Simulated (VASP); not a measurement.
# Wall time of one SCF run on Pb (Fm-3m) with different electronic solvers and mixing settings, LDA plane-wave calculations

The self-consistent density of lead should not depend on the path by which it is reached, yet the runs compared here need between 10 and 25 cycles to arrive at practically the same energy. How much of that difference appears in the wall time is the question. It matters in surveys of metals and alloys, where a short calculation is repeated for very many small cells and the choice of solver is made once for all of them. The quantity studied is the wall time of one complete SCF run on the one-atom cell with 2 MPI ranks. The run with ALGO = Normal is the reference for both time and energy, and the other runs change either the solver or the density mixing.

## How the numbers were made

A cell from a diffraction database. VASP 6.6.1, plane waves with PAW, LDA, 1 atoms at fixed positions, no spin polarisation, no spin-orbit coupling. Held fixed: cutoff 400 eV, k mesh 9×9×9, ISMEAR = -1, SIGMA = 0.05 eV and 2 MPI ranks. Each row is named by the tags or value that set it apart; differences are taken from the run 'ALGO = Normal'. All ran on Intel(R) Xeon(R) 6975P-C (Granite Rapids), shared with other work, so times are rough.

Notes on method and selection:

- Runs that did not converge, have known faults or may not be shown are not listed, and runs on Ansatz's PAW sets soft_1 and soft_2 are kept to separate tables.

Columns:

- energy error (meV/atom): energy per atom extrapolated to zero smearing, less that of the reference (ALGO = Normal).
- cycles: SCF cycles.

## Data

```
member                   energy error (meV/atom)  cycles  wall time (s)
ALGO = VeryFast          0.000                    20      3.20
AMIX = 0.8               0.000                    10      1.80
ALGO = Damped            0.000                    19      2.40
IMIX = 1, AMIX = 0.2     −0.001                   25      3.20
ALGO = All               0.000                    14      2.20
ALGO = Fast              0.000                    13      ?
ALGO = Normal            0.000                    10      2.40
AMIX = 0.1, BMIX = 0.01  0.000                    10      1.80
```

Cells marked ? are withheld until the estimate has been made.

## Interpretation

The wall time tends to rise with the number of cycles, but by less than proportion. Between the runs with AMIX = 0.8 and with IMIX = 1, AMIX = 0.2, which share the same solver, the cycles grow by a factor 25 / 10 = 2.5 and the time by only 3.20 / 1.80 = 1.8. The added cost is (3.20 − 1.80) / (25 − 10) = 0.093 s per cycle, against an average of 1.80 / 10 = 0.18 s per cycle in the shorter run. A plausible reason is that set-up and output are paid once per run, and in a one-atom cell they weigh heavily beside the cycles.

The mixing acts through the number of cycles. Kerker mixing (IMIX = 1) keeps no memory of earlier steps and, in so small a cell, removes a roughly fixed fraction of the density error at each step, so a small AMIX makes it slow. The default mixer builds an approximate dielectric response from earlier steps and soon corrects a poor starting guess. This fits the 10 cycles found with AMIX = 0.8, with AMIX = 0.1, BMIX = 0.01 and with the reference settings. So small a cell also has no long-wavelength density components, which are the ones that slosh in large metallic cells.

Those three runs also show the timing noise: with equal solver and equal cycles they differ by 2.40 − 1.80 = 0.60 s, as can happen on a shared host. The times shown span only 3.20 − 1.80 = 1.40 s, so they support no firm ranking of the solvers by speed.

The energies agree within 0.001 meV/atom, but the computed pressure varies more noticeably and deviates most when AMIX and BMIX are both lowered. Near self-consistency the energy error is of second order in the density error, whereas the stress error is of first order. Equal energies therefore do not guarantee equally converged stresses. The PAW datasets were made for PBE although the functional is LDA; this is common to all runs and does not affect their comparison, but it is a further reason not to take the pressure as an accurate LDA value.

## Estimating the withheld member

Plain estimates from the members shown:

- ALGO = Fast, mean of the 7 members shown: 2.43 s, standard deviation 0.54

ALGO = Fast begins with the blocked Davidson scheme of ALGO = Normal and then changes to the residual minimisation used by ALGO = VeryFast. Its 13 cycles are known and lie inside the range of the other runs, so a straight line in the number of cycles N is a natural route. The seven shown runs have a mean of (20 + 10 + 19 + 25 + 14 + 10 + 10) / 7 = 15.4 cycles, and a least-squares fit to them gives

t = 2.43 + 0.084 × (N − 15.4), with t in s.

When each run is left out in turn and predicted from the other six, the root-mean-square miss is 0.36 s, against 0.63 s for the mean of the others. The line is thus preferred to the plain mean, although seven noisy times support it only moderately. For ALGO = All, the shown run nearest in cycles, the line fitted without it gives about 2.3 s against the tabulated 2.20 s. The largest miss, 0.59 s, is that of ALGO = Normal, and it is about as large as the spread among the three runs of equal solver and cycles.

For ALGO = Fast the line gives 2.43 + 0.084 × (13 − 15.4) = 2.23 s. No further shift is made for the cheaper residual-minimisation steps, because their saving in orthogonalisation should be small with the few bands of a one-atom cell. The leave-one-out miss of 0.36 s, rounded to 0.4 s, is taken as the standard deviation.

**Committed estimate, ALGO = Fast: wall time = 2.2 ± 0.4 s.**

## How the estimate fared

```
member       energy error (meV/atom)  cycles  wall time (s)
ALGO = Fast  0.000                    13      2.80
```

```
member       estimate   wall time (s)  computed  estimate − computed  miss in error bars
ALGO = Fast  committed  2.20           2.80      −0.60                1.5
ALGO = Fast  mean       2.43           2.80      −0.37
```

The estimate of 2.2 ± 0.4 s for ALGO = Fast was too low. The run took 2.80 s, so the miss is 0.60 s or 1.5 error bars, and the plain mean of the other seven runs came closer, with a miss of 0.37 s.

The weak point of the estimate was reading the time from the cycle count alone, which allows for neither the cost per cycle of each solver nor the load on the host. With 13 cycles this run took longer than ALGO = All with 14 cycles (2.20 s) and ALGO = Damped with 19 (2.40 s). Leaving out a reduction for cheaper residual-minimisation steps was right in direction, since such a shift would have enlarged the miss.

The result does not overturn the link between cycles and time, because 0.60 s is also the spread among the three runs with equal solver and equal cycles. It does show that the link is too loose to place a single run of this length reliably. Whether ALGO = Fast really costs more per cycle here, or was slowed by other work on the host, remains open.

## Where the trend breaks

With all eight runs included, the slope of the least-squares line falls slightly, from 0.084 to 0.078 s per cycle. ALGO = Fast lies farthest from the new line, about 0.5 s above it, followed by ALGO = Damped, about 0.4 s below it. Both departures are smaller than the 0.60 s spread between runs of equal solver and cycles, so load on the shared host would be enough to explain each. A cycle also does not contain the same work in every solver, which could add to either departure.

## Conclusions and limits

For this one-atom cell, runs with more cycles tend to take longer, over the range from 10 to 25 cycles. Predicting each of the eight runs from the other seven gives a typical miss of 0.40 s with the line and 0.59 s with the plain mean, a modest gain.

In absolute terms little time is at stake for such small cells. Over a thousand similar runs, the gap between the slowest and fastest settings would amount to 1000 × 1.40 = 1400 s, or about 0.4 h, and part of that gap may be timing noise. Since runs that did not converge are not listed, the table gives no measure of how reliable each setting is.

Spin-orbit coupling, important for the bands of lead, is left out here. It doubles both the number of bands and the components of each orbital and so raises the work per cycle, which means that these times do not carry over to runs that include it.

[Logs are printed without paths, hosts, clocks, repeated set-up lines and the standing remarks that a program may print on its own settings, such as how far it seeks lower states.]
